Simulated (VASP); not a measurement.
Data:

```yaml
crystal:
  lattice:
    - [4.52450, 0.00000, 0.00000]
    - [0.00000, 4.52450, 0.00000]
    - [0.00000, 0.00000, 4.52450]
  atoms:
    - { symbol: Cs, position: [0.00000, 0.00000, 0.00000] }
    - { symbol: Ca, position: [0.50000, 0.50000, 0.50000] }
    - { symbol: F, position: [0.00000, 0.50000, 0.50000] }
    - { symbol: F, position: [0.50000, 0.00000, 0.50000] }
    - { symbol: F, position: [0.50000, 0.50000, 0.00000] }
```

These are r2SCAN meta-GGA, VASP's PBE PAW potentials (set 64) (plane waves; VASP 6.6.1) values and carry that method's errors. Numerical set-up: 520 eV cut-off, 6×6×6 Γ-centred mesh, tetrahedra with Blöchl corrections, potentials Cs_sv Ca_sv F.

Unless said otherwise, spin-orbit coupling is left out, though it shifts the bands of the heavy elements here.

Give the energies of bands 10 to 23 at the high-symmetry points, in eV from the valence-band maximum.

```json
[
 {"band": "10", "Γ": "-4.28", "X": "-4.15", "M": "-4.51", "R": "-4.75"},
 {"band": "11", "Γ": "-4.28", "X": "-4.15", "M": "-4.00", "R": "-4.75"},
 {"band": "12", "Γ": "-0.60", "X": "-1.34", "M": "-1.53", "R": "-1.66"},
 {"band": "13", "Γ": "-0.60", "X": "-0.79", "M": "-1.27", "R": "-1.22"},
 {"band": "14", "Γ": "-0.60", "X": "-0.79", "M": "-1.22", "R": "-1.22"},
 {"band": "15", "Γ": "-0.38", "X": "-0.65", "M": "-0.68", "R": "-0.47"},
 {"band": "16", "Γ": "-0.38", "X": "-0.52", "M": "-0.68", "R": "-0.47"},
 {"band": "17", "Γ": "-0.38", "X": "-0.38", "M": "-0.48", "R": "-0.47"},
 {"band": "18", "Γ": "-0.02", "X": "-0.38", "M": "-0.18", "R": "0.00"},
 {"band": "19", "Γ": "-0.02", "X": "-0.24", "M": "-0.18", "R": "0.00"},
 {"band": "20", "Γ": "-0.02", "X": "-0.24", "M": "-0.01", "R": "0.00"},
 {"band": "21", "Γ": "7.99", "X": "9.53", "M": "9.56", "R": "9.71"},
 {"band": "22", "Γ": "8.81", "X": "9.77", "M": "9.88", "R": "9.71"},
 {"band": "23", "Γ": "8.81", "X": "9.81", "M": "9.88", "R": "9.71"}
]
```

The gap is indirect, 7.99 eV, from the valence maximum at R to the conduction minimum at Γ.

The structure comes from a computed database's CsCaF3 entry (Pm-3m); how it stands against other phases isn't given here. It was relaxed first.
